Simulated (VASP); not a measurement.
## Quasiparticle energies of Selenium in VASP

Wanted: how far GW moves the Kohn-Sham levels of Selenium. The cell has space group P3_121. The start is a cell from a database of measured crystal structures.

Program: VASP 6.6.1. Level of theory: PBE; plane waves and PAW (Se_GW), in the first sound run; inputs show where later runs differ. Results are calculated unless marked as measured.

## (1) Starting point

The structure is trigonal, space group P3_121 (No. 152). Conventional cell: a = 4.366 Å, b = 4.366 Å, c = 4.954 Å, α = 90.00°, β = 90.00°, γ = 120.00°. Nearest to Se lie 2 Se at 2.37 Å.

## (2) Ground state

The orbitals come from a self-consistent PBE run with a tight EDIFF and a narrow smearing. KPOINTS_OPT adds the bands along a path, which shows whether the mesh holds the band edges.

File INCAR:

```
SYSTEM = Se
PREC = Accurate
ENCUT = 300
EDIFF = 1E-08
NELM = 100
ISMEAR = 0
SIGMA = 0.01
LREAL = .FALSE.
ALGO = Normal
GGA = PE
NBANDS = 15
LORBIT = 11
LWAVE = .TRUE.
LCHARG = .FALSE.
KPAR = 4
```

File POSCAR:

```
Se
1.0
    4.3662000000      0.0000000000      0.0000000000
   -2.1831000000      3.7812401180      0.0000000000
    0.0000000000      0.0000000000      4.9536000000
Se
3
Direct
    0.2254000000      0.0000000000      0.3333333333
    0.0000000000      0.2254000000      0.6666666667
    0.7746000000      0.7746000000      0.0000000000
```

File KPOINTS:

```
Automatic mesh
0
Gamma
3 3 4
0 0 0
```

File KPOINTS_OPT:

```
Line mode
12
Line-mode
Reciprocal
  0.00000000   0.00000000   0.00000000 GAMMA
  0.50000000   0.00000000   0.00000000 M

  0.50000000   0.00000000   0.00000000 M
  0.33333333   0.33333333   0.00000000 K

  0.33333333   0.33333333   0.00000000 K
  0.00000000   0.00000000   0.00000000 GAMMA

  0.00000000   0.00000000   0.00000000 GAMMA
  0.00000000   0.00000000   0.50000000 A

  0.00000000   0.00000000   0.50000000 A
  0.50000000   0.00000000   0.50000000 L

  0.50000000   0.00000000   0.50000000 L
  0.33333333   0.33333333   0.50000000 H

  0.33333333   0.33333333   0.50000000 H
  0.00000000   0.00000000   0.50000000 A

  0.50000000   0.00000000   0.50000000 L
  0.50000000   0.00000000   0.00000000 M

  0.33333333   0.33333333   0.00000000 K
  0.33333333   0.33333333   0.50000000 H
```

PAW data sets: Se_GW (PBE family, release 64).

Run with:

```bash
> mpirun -np 8 vasp_std
```

What it wrote:

```text
[banner, memory and clock lines left out]
running    8 mpi-ranks, on    1 nodes
 distrk:  each k-point on    2 cores,    4 groups
 distr:  one band on    1 cores,    2 groups

 POSCAR found type information on POSCAR Se
 POSCAR found :  1 types and       3 ions
|                                                                             |
|           W    W    AA    RRRRR   N    N  II  N    N   GGGG   !!!           |
|           W    W   A  A   R    R  NN   N  II  NN   N  G    G  !!!           |
|           W    W  A    A  R    R  N N  N  II  N N  N  G       !!!           |
|           W WW W  AAAAAA  RRRRR   N  N N  II  N  N N  G  GGG   !            |
|           WW  WW  A    A  R   R   N   NN  II  N   NN  G    G                |
|           W    W  A    A  R    R  N    N  II  N    N   GGGG   !!!           |
|                                                                             |
|     For optimal performance we recommend to set                             |
|       NCORE = 2 up to number-of-cores-per-socket                            |
|     NCORE specifies how many cores store one orbital (NPAR=cpu/NCORE).      |
|     This setting can greatly improve the performance of VASP for DFT.       |
|     The default, NCORE=1 might be grossly inefficient on modern             |
|     multi-core architectures or massively parallel machines. Do your        |
|     Unfortunately you need to use the default for GW and RPA                |
|     calculations (for HF NCORE is supported but not extensively tested      |
|     yet).                                                                   |
|                                                                             |

 LDA part: xc-table for (Slater+PW92), standard interpolation
|                                                                             |
|           W    W    AA    RRRRR   N    N  II  N    N   GGGG   !!!           |
|           W    W   A  A   R    R  NN   N  II  NN   N  G    G  !!!           |
|           W    W  A    A  R    R  N N  N  II  N N  N  G       !!!           |
|           W WW W  AAAAAA  RRRRR   N  N N  II  N  N N  G  GGG   !            |
|           WW  WW  A    A  R   R   N   NN  II  N   NN  G    G                |
|           W    W  A    A  R    R  N    N  II  N    N   GGGG   !!!           |
|                                                                             |
|     The number of bands has been changed from the values supplied in        |
|     The orbitals not found in the WAVECAR file will be initialized with     |
|     random numbers, which is usually adequate. For correlated               |
|     calculations, however, you should redo the groundstate calculation.     |
|     I found NBANDS = 15. Now, NBANDS = 16.                                  |
|                                                                             |

 POSCAR, INCAR and KPOINTS ok, starting setup
 FFT: planning ... GRIDC
 FFT: planning ... GRID_SOFT
 FFT: planning ... GRID
 WAVECAR not read
 entering main loop
       N       E                     dE             d eps       ncg     rms          rms(c)
DAV:   1     0.607605666181E+02    0.60761E+02   -0.53084E+03   320   0.602E+02
DAV:   2    -0.649257040910E+01   -0.67253E+02   -0.63933E+02   456   0.132E+02
DAV:   3    -0.104646183719E+02   -0.39720E+01   -0.39658E+01   376   0.361E+01
DAV:   4    -0.105446704984E+02   -0.80052E-01   -0.80045E-01   456   0.522E+00
DAV:   5    -0.105464871687E+02   -0.18167E-02   -0.18167E-02   384   0.672E-01    0.265E+00
DAV:   6    -0.104744539827E+02    0.72033E-01   -0.40538E-02   392   0.125E+00    0.154E+00
DAV:   7    -0.104498074924E+02    0.24646E-01   -0.68151E-02   368   0.158E+00    0.173E-01
DAV:   8    -0.104501473705E+02   -0.33988E-03   -0.87133E-03   336   0.550E-01    0.481E-02
DAV:   9    -0.104502336786E+02   -0.86308E-04   -0.28503E-04   464   0.119E-01    0.266E-02
DAV:  10    -0.104502628001E+02   -0.29121E-04   -0.59827E-05   352   0.506E-02    0.398E-03
DAV:  11    -0.104502640808E+02   -0.12807E-05   -0.73668E-06   464   0.165E-02    0.412E-03
DAV:  12    -0.104502636686E+02    0.41217E-06   -0.17280E-06   384   0.819E-03    0.119E-03
DAV:  13    -0.104502636568E+02    0.11763E-07   -0.41855E-07   408   0.375E-03    0.210E-04
DAV:  14    -0.104502636542E+02    0.26010E-08   -0.55524E-08   416   0.130E-03
   1 F= -.10450264E+02 E0= -.10450264E+02  d E =-.249105E-48
 Start KPOINTS_OPT (optional k-point list driver)
k-point batch [1-10\108]
       N       E                     dE             ncg
DAV:   1     0.667824593575E+02   -0.12718E+04      320
DAV:   2    -0.603673671223E+03   -0.67046E+03      408
DAV:   3    -0.644933943078E+03   -0.41260E+02      392
DAV:   4    -0.645777701551E+03   -0.84376E+00      504
DAV:   5    -0.645788039700E+03   -0.10338E-01      392
DAV:   6    -0.645788354386E+03   -0.31469E-03      488
DAV:   7    -0.645788364422E+03   -0.10036E-04      384
DAV:   8    -0.645788364786E+03   -0.36415E-06      400
DAV:   9    -0.645788364800E+03   -0.14125E-07      336
DAV:  10    -0.645788364801E+03   -0.35016E-09      368
[...]
k-point batch [101-108\108]
       N       E                     dE             ncg
DAV:   1     0.914064146038E+03   -0.35503E+04      256
DAV:   2     0.388738642822E+03   -0.52533E+03      352
DAV:   3     0.357474103705E+03   -0.31265E+02      304
DAV:   4     0.356831587571E+03   -0.64252E+00      328
DAV:   5     0.356813223643E+03   -0.18364E-01      328
DAV:   6     0.356812661562E+03   -0.56208E-03      328
DAV:   7     0.356812643473E+03   -0.18089E-04      336
DAV:   8     0.356812642889E+03   -0.58395E-06      328
DAV:   9     0.356812642870E+03   -0.19368E-07      320
DAV:  10     0.356812642870E+03   -0.52745E-09      168
 writing wavefunctions
```

Elapsed: 4.6 s, on 8 MPI ranks of Intel Xeon 6975P-C (Granite Rapids), shared host; peak memory 1.1 GiB.

The logs omit lines about the potential files and the build; timing stands in the text.

OUTCAR, selected parts (step 2):

```text
ion  position               nearest neighbor table
   1  0.225  0.000  0.333-   3 2.37   2 2.37
   2  0.000  0.225  0.667-   3 2.37   1 2.37
   3  0.775  0.775  0.000-   2 2.37   1 2.37

  LATTYP: Found a hexagonal cell.
 ALAT       =     4.3662000000
 C/A-ratio  =     1.1345334616

 Subroutine GETGRP returns: Found  6 space group operations
 (whereof  2 operations were pure point group operations)

The static configuration has the point symmetry C_2 .
 The point group associated with its full space group is D_3 .

 Found     10 irreducible k-points:

   k-points           NKPTS =     10   k-points in BZ     NKDIM =     10   number of bands    NBANDS=     16

   dimension x,y,z NGX =    28 NGY =   28 NGZ =   28
   dimension x,y,z NGXF=    56 NGYF=   56 NGZF=   56

   ENCUT  =  300.0 eV  22.05 Ry    4.70 a.u.   6.17  6.17  7.00*2*pi/ulx,y,z

   NELECT =      18.0000    total number of electrons

 k-points in reciprocal lattice and weights: Automatic mesh
   0.00000000  0.00000000  0.00000000       0.028
   0.33333333  0.00000000  0.00000000       0.167
   0.33333333  0.33333333  0.00000000       0.056
   0.00000000  0.00000000  0.25000000       0.056
   0.33333333  0.00000000  0.25000000       0.167
   0.00000000  0.33333333  0.25000000       0.167
   0.33333333  0.33333333  0.25000000       0.111
   0.00000000  0.00000000  0.50000000       0.028
   0.33333333  0.00000000  0.50000000       0.167
   0.33333333  0.33333333  0.50000000       0.056

 average (electrostatic) potential at core
       1 -56.1637       2 -56.1637       3 -56.1637

 E-fermi :   2.5692

 k-point     1 :       0.0000    0.0000    0.0000
  band No.  band energies     occupation
    ...
      5      -1.1632      2.00000
      6      -1.0862      2.00000
      7       0.6331      2.00000
      8       0.6331      2.00000
      9       2.2725      2.00000
     10       4.5459      0.00000
     11       4.5459      0.00000
     12       4.8364      0.00000
     13       8.8296      0.00000
     14       9.1640      0.00000
    ...

 k-point     2 :       0.3333    0.0000    0.0000
  band No.  band energies     occupation
    ...
      5      -1.8747      2.00000
      6      -0.9226      2.00000
      7       0.3666      2.00000
      8       0.9412      2.00000
      9       1.7662      2.00000
     10       4.5899      0.00000
     11       4.8415      0.00000
     12       6.0159      0.00000
     13       8.2788      0.00000
     14       9.3631      0.00000
    ...

 k-point     3 :       0.3333    0.3333    0.0000
  band No.  band energies     occupation
    ...
      5      -2.3146      2.00000
      6      -0.1477      2.00000
      7      -0.1477      2.00000
      8      -0.0183      2.00000
      9       1.0461      2.00000
     10       5.7284      0.00000
     11       5.7284      0.00000
     12       6.4006      0.00000
     13       8.5552      0.00000
     14      10.3700      0.00000
    ...

  Total        1.1723846      1.1723846      2.0944835      0.0000000      0.0000000     -0.0000000
  in kB       22.9679302     22.9679302     41.0325699      0.0000000      0.0000000     -0.0000000
  external PRESSURE =      28.9894768 kB  Pullay stress =       0.0000000 kB

  energy-cutoff  :      300.00
  volume of cell :       81.78
      direct lattice vectors                 reciprocal lattice vectors
     4.366200000  0.000000000  0.000000000     0.229032110  0.132231751  0.000000000
    -2.183100000  3.781240118  0.000000000     0.000000000  0.264463501  0.000000000
     0.000000000  0.000000000  4.953600000     0.000000000  0.000000000  0.201873385

 POSITION                                       TOTAL-FORCE (eV/Angst)
 -----------------------------------------------------------------------------------
      0.98414      0.00000      1.65120         0.431594     -0.000000     -0.000000
     -0.49207      0.85229      3.30240        -0.215797      0.373771      0.000000
      1.69103      2.92895      0.00000        -0.215797     -0.373771      0.000000
 -----------------------------------------------------------------------------------
    total drift:                                0.000003      0.000005     -0.000000

  FREE ENERGIE OF THE ION-ELECTRON SYSTEM (eV)
  ---------------------------------------------------
  free  energy   TOTEN  =       -10.4502636542 eV

  energy  without entropy=      -10.4502636542  energy(sigma->0) =      -10.45026365

 total charge
# of ion       s       p       d       tot
------------------------------------------
    1        1.511   2.150   0.058   3.719
    2        1.511   2.150   0.058   3.719
    3        1.511   2.150   0.058   3.719
--------------------------------------------------
tot          4.532   6.450   0.174  11.156

[... 3 further parts left out ...]
```

This step gave:

```yaml
free_energy_toten: -10.45 eV
fermi_energy: 2.569 eV
pressure: 2.899 GPa
least_gap_on_mesh_and_path: 0.9864 eV
least_direct_gap_on_mesh_and_path: 1.176 eV
```

The highest empty bands on the path are converged less tightly, to about 0.1 eV. Electronic bands along the path, in eV, zero at the valence-band top; v1 is the highest filled band, c1 the lowest empty one:

```
          point     v4     v3     v2     v1    c1    c2    c3    c4
              Γ  -3.78  -2.06  -2.06  -0.42  1.85  1.85  2.14  6.13
0.55 of the way  -3.62  -2.11  -1.70  -0.85  1.87  2.02  2.91  5.83
              M  -3.47  -2.92  -1.80  -1.02  1.90  2.30  4.09  5.25
0.55 of the way  -3.20  -2.89  -2.19  -1.42  2.37  2.91  3.84  5.71
              K  -2.84  -2.84  -2.71  -1.65  3.03  3.03  3.71  5.86
0.55 of the way  -3.47  -2.16  -1.66  -0.94  2.01  2.08  2.74  5.81
              Γ  -3.78  -2.06  -2.06  -0.42  1.85  1.85  2.14  6.13
0.55 of the way  -3.50  -1.94  -1.53  -0.92  1.37  1.45  1.62  6.63
              A  -3.41  -1.56  -1.56  -1.14  1.19  1.19  1.24  6.24
0.55 of the way  -3.96  -1.76  -1.31  -0.90  1.62  2.05  2.64  6.40
              L  -4.27  -1.94  -1.39   0.00  1.61  2.69  2.93  6.24
0.55 of the way  -4.70  -1.14  -1.10  -0.03  1.33  2.64  2.83  6.38
              H  -4.97  -1.01  -0.23  -0.23  0.99  2.69  2.69  6.63
0.55 of the way  -4.06  -1.41  -1.26  -1.15  1.44  2.13  2.56  6.35
              A  -3.41  -1.56  -1.56  -1.14  1.19  1.19  1.24  6.24
      jump to L  -4.27  -1.94  -1.39   0.00  1.61  2.69  2.93  6.24
0.45 of the way  -3.77  -1.93  -1.84  -0.71  1.81  2.60  3.41  6.12
              M  -3.47  -2.92  -1.80  -1.02  1.90  2.30  4.09  5.25
      jump to K  -2.84  -2.84  -2.71  -1.65  3.03  3.03  3.71  5.86
0.45 of the way  -3.73  -2.58  -1.56  -0.70  2.32  3.17  3.20  6.60
              H  -4.97  -1.01  -0.23  -0.23  0.99  2.69  2.69  6.63
```

The cell has a gap of 0.986 eV on mesh and path and a pressure of +2.9 GPa, which holds the misfit of the given cell and coordinates with this functional, and any error of cutoff, mesh and data sets. Spin-orbit coupling is left out, which can shift or reorder these edges. Forces of up to 0.43 eV/Å remain in these settings.

## (3) Empty bands, functional PBE

ALGO = Exact makes the empty bands from the converged ground state in one step. LOPTICS writes the k-derivatives of the orbitals (WAVEDER), which give the long-wavelength limit of the screening.

File INCAR:

```
SYSTEM = Se
PREC = Accurate
ENCUT = 300
ISMEAR = 0
SIGMA = 0.01
LREAL = .FALSE.
GGA = PE
NBANDS = 528
ALGO = Exact
NELM = 1
LWAVE = .TRUE.
LCHARG = .FALSE.
LOPTICS = .TRUE.
NEDOS = 1000
CSHIFT = 0.1
```

POSCAR is that of step 2.

KPOINTS is that of step 2.

Run with:

```bash
> mpirun -np 8 vasp_std
```

What it wrote:

```text
[banner, memory and clock lines left out]
running    8 mpi-ranks, on    1 nodes
 distrk:  each k-point on    8 cores,    1 groups
 distr:  one band on    1 cores,    8 groups

 POSCAR found type information on POSCAR Se
 POSCAR found :  1 types and       3 ions
 [... a notice as in an earlier step ...]

 LDA part: xc-table for (Slater+PW92), standard interpolation
 found WAVECAR, reading the header
  number of bands has changed, file:    16 present:   528
  trying to continue reading WAVECAR, but it might fail
 POSCAR, INCAR and KPOINTS ok, starting setup
 FFT: planning ... GRIDC
 FFT: planning ... GRID_SOFT
 FFT: planning ... GRID
 reading WAVECAR
 random initialization beyond band           16
 the WAVECAR file was read successfully
 initial charge from wavefunction
 entering main loop
       N       E                     dE             d eps       ncg     rms          rms(c)
DIA:   1    -0.104502636659E+02   -0.10450E+02    0.00000E+00     0   0.000E+00
   1 F= -.10450264E+02 E0= -.10450264E+02  d E =-.109926E-70
 writing wavefunctions
 optical routines
 imaginary and real dielectric function
 recalculating local potential from charge density
 direction            1
 direction            2
 direction            3
```

Elapsed: 4.2 s, on 8 MPI ranks; peak memory 1.2 GiB.

From OUTCAR (step 3):

```text
 Found     10 irreducible k-points:

   k-points           NKPTS =     10   k-points in BZ     NKDIM =     10   number of bands    NBANDS=    528

   NELECT =      18.0000    total number of electrons

 E-fermi :   2.5918

 k-point     2 :       0.3333    0.0000    0.0000
  band No.  band energies     occupation
    ...
      5      -1.8747      2.00000
      6      -0.9226      2.00000
      7       0.3667      2.00000
      8       0.9413      2.00000
      9       1.7662      2.00000
     10       4.5899      0.00000
     11       4.8415      0.00000
     12       6.0159      0.00000
     13       8.2788      0.00000
     14       9.3631      0.00000
    ...

 k-point     3 :       0.3333    0.3333    0.0000
  band No.  band energies     occupation
    ...
      5      -2.3146      2.00000
      6      -0.1477      2.00000
      7      -0.1477      2.00000
      8      -0.0184      2.00000
      9       1.0461      2.00000
     10       5.7284      0.00000
     11       5.7284      0.00000
     12       6.4006      0.00000
     13       8.5552      0.00000
     14      10.3700      0.00000
    ...

  Total        1.1719166      1.1719166      2.0949553      0.0000000     -0.0000000     -0.0000000
  in kB       22.9587615     22.9587615     41.0418119      0.0000000     -0.0000000     -0.0000000
  external PRESSURE =      28.9864450 kB  Pullay stress =       0.0000000 kB

 POSITION                                       TOTAL-FORCE (eV/Angst)
 -----------------------------------------------------------------------------------
      0.98414      0.00000      1.65120         0.431601      0.000000      0.000000
     -0.49207      0.85229      3.30240        -0.215800      0.373777     -0.000000
      1.69103      2.92895      0.00000        -0.215800     -0.373777     -0.000000
 -----------------------------------------------------------------------------------
    total drift:                                0.000003      0.000005     -0.000000

  FREE ENERGIE OF THE ION-ELECTRON SYSTEM (eV)
  ---------------------------------------------------
  free  energy   TOTEN  =       -10.4502636659 eV

  energy  without entropy=      -10.4502636659  energy(sigma->0) =      -10.45026367

 plasma frequency squared (from intraband transitions) (eV^2)
  --------------------------------------------------------------------------------------
       0.000       0.000       0.000
      -0.000       0.000      -0.000
       0.000      -0.000       0.000

[... 11 parts as in an earlier step ...]

[... 2 further parts left out ...]
```

The gap is read on the k-mesh alone, so it is an upper bound where the band edges lie off the mesh.

A gap read on the k-mesh alone can miss the band edges.

Numbers from this step:

* gap on the k-mesh: 1.215 eV
* least direct gap on the k-mesh: 1.215 eV

WAVECAR now holds 528 bands for 18 electrons. Its independent-particle dielectric tensor has xx, yy, zz = 13.8, 13.8, 15.7 on this mesh, which isn't tested for convergence in mesh or bands and lacks local fields.

(Continued in part 2 of 4.)

[Lines on the potential files, build, host, timing and source positions are cut from VASP's logs without a mark.]

[Logs are printed without paths, hosts, clocks, repeated set-up lines and the standing remarks that a program may print on its own settings, such as how far it seeks lower states.]

[Hosts, paths, dates, database ids (printed as entryN), source tags and the programs' standing remarks are cut or masked in the printed files.]

[Pressures printed for these runs are not shown converged in the cutoff: they can be off by several GPa and have the wrong sign.]
